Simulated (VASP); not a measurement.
Here is the system:

```
CELL_PARAMETERS angstrom
      3.86904     0.00000     0.00000
      0.00000     3.86904     0.00000
      0.00000     0.00000     6.68377
ATOMIC_POSITIONS crystal
  Sm 0.00000 0.50000 0.32084
  Sm 0.50000 0.00000 0.67916
  Co 0.00000 0.00000 0.00000
  Co 0.50000 0.50000 0.00000
  P  0.00000 0.50000 0.81387
  P  0.50000 0.00000 0.18613
```

All values below come from PBEsol GGA, VASP's PBE PAW potentials (set 64) (plane waves; VASP). Numerical set-up: 400 eV cut-off, Gaussian smearing of 0.050 eV, potentials Sm_3 Co P.

The 4f electrons are frozen in the core of the lanthanide potential, so 4f levels, which can set the real gap, and their magnetism are missing.  The run has a spin-polarised start.

Give the spin-up energies of bands 17 to 30 at the high-symmetry points, in eV from the Fermi level.

```csv
band,Γ,X,M,Z,R,A
17,-3.41,-2.59,-2.64,-3.48,-2.54,-2.55
18,-3.02,-2.59,-2.64,-2.67,-2.54,-2.55
19,-1.53,-2.42,-2.53,-1.56,-2.09,-2.33
20,-1.31,-2.42,-2.53,-1.56,-2.09,-2.33
21,-1.31,-2.02,-1.53,-1.24,-2.00,-1.60
22,-1.08,-2.02,-1.53,-1.24,-2.00,-1.60
23,-0.83,-1.44,-1.50,-1.06,-0.73,-1.53
24,-0.74,-1.44,-1.50,-0.83,-0.73,-1.53
25,-0.21,-0.27,-0.41,-0.23,-0.61,-0.42
26,-0.01,-0.27,-0.41,0.98,-0.61,-0.42
27,0.93,1.86,-0.18,1.29,0.68,0.00
28,1.52,1.86,-0.18,1.29,0.68,0.00
29,1.52,2.12,2.90,2.38,3.54,4.76
30,2.31,2.12,2.90,2.53,3.56,4.84
```

Give the spin-down energies of bands 17 to 30 at the high-symmetry points, in eV from the Fermi level.

```csv
band,Γ,X,M,Z,R,A
17,-2.69,-2.01,-2.26,-2.55,-1.77,-1.83
18,-2.56,-2.01,-2.26,-2.28,-1.77,-1.83
19,-0.91,-1.79,-1.77,-1.40,-1.55,-1.79
20,-0.80,-1.79,-1.77,-0.95,-1.55,-1.79
21,-0.80,-1.49,-1.11,-0.70,-1.46,-1.23
22,-0.61,-1.49,-1.11,-0.70,-1.46,-1.23
23,-0.57,-0.91,-0.89,-0.53,-0.35,-0.89
24,-0.15,-0.91,-0.89,0.13,-0.35,-0.89
25,0.54,0.34,0.20,0.54,0.06,0.41
26,0.62,0.34,0.20,1.48,0.06,0.41
27,1.24,2.16,0.71,1.58,1.09,0.68
28,1.94,2.16,0.71,1.58,1.09,0.68
29,1.94,2.49,3.17,2.56,3.75,4.84
30,2.63,2.49,3.17,2.89,3.76,4.86
```

It has no gap at this level: it comes out as a metal or semimetal.

The structure comes from a computed database's SmCoP entry (P4/nmm); how it stands against other phases isn't given here. It was relaxed first, which changed the volume by -12 %.
